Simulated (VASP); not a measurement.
An input for Ansatz (written as the equivalent of a VASP run, and not itself run):

Ansatz 0.2 input:
```yaml
crystal:
  lattice:
    - [1.9012880, -3.2833080, 0.0000000]
    - [1.9012880, 3.2833080, 0.0000000]
    - [0.0000000, 0.0000000, 6.3106940]
  atoms:
    - { symbol: Sn, position: [0.0000000, 0.0000000, 0.0000000] }
    - { symbol: Se, position: [0.3333330, 0.6666670, 0.2500000] }
    - { symbol: Se, position: [0.6883030, 0.3549690, 0.7500000] }
kpoints:
  mp_grid: { grid: [6, 6, 3] }
hamiltonian:
  xc: pbe
  pseudopotentials: { kind: paw }
scf:
  occupations: { method: gaussian, width: 0.05 }
  max_iter: 100
output: { forces: true, stress: true, eigenvalues: true }
```

**Question.** Write the VASP files for the same calculation (PBE).

**Answer.** One answer among several that fit: 
INCAR:
```
LASPH = .TRUE.
PREC = Accurate
LCHARG = .FALSE.
ISIF = 2   ! forces and stress, cell fixed
SYSTEM = SnSe2
EDIFF = 1E-6   ! SCF stop (eV)
NELM = 100   ! most electronic steps
ISMEAR = 0
SIGMA = 0.05   ! width (eV)
LREAL = .FALSE.   ! projection in real space or not
LMAXMIX = 4
LWAVE = .FALSE.
ALGO = Normal
GGA = PE   ! PBE
ENCUT = 520   ! plane-wave cut-off (eV)
```

### KPOINTS
```
Automatic
0
gamma
 6 6 3
0 0 0
```

POSCAR:
```
SnSe2
1
    1.9012880000    -3.2833080000     0.0000000000
    1.9012880000     3.2833080000     0.0000000000
    0.0000000000     0.0000000000     6.3106940000
Sn Se
1 2
Direct
  0.0000000000   0.0000000000   0.0000000000
  0.3333330000   0.6666670000   0.2500000000
  0.6883030000   0.3549690000   0.7500000000
```

POTCAR, in this order: Sn Se (PBE.64 set). Program: vasp_std.

Limits of the translation: each code has its own PAW files, so the cut-off isn't converted (ENCUT is set for VASP's; basis.ecutwfc is left out, and Ansatz then takes the one that its files recommend); Ansatz stops its SCF on the density residual and VASP on the energy change (EDIFF).

The compound is SnSe2 in the 1T layered structure. The cell was not relaxed at this level, atoms are displaced from their ideal sites. The run is one of a series of settings (ENCUT = 520, POTCAR Sn Se (PBE.64 set) against the base run), some of them coarse on purpose.
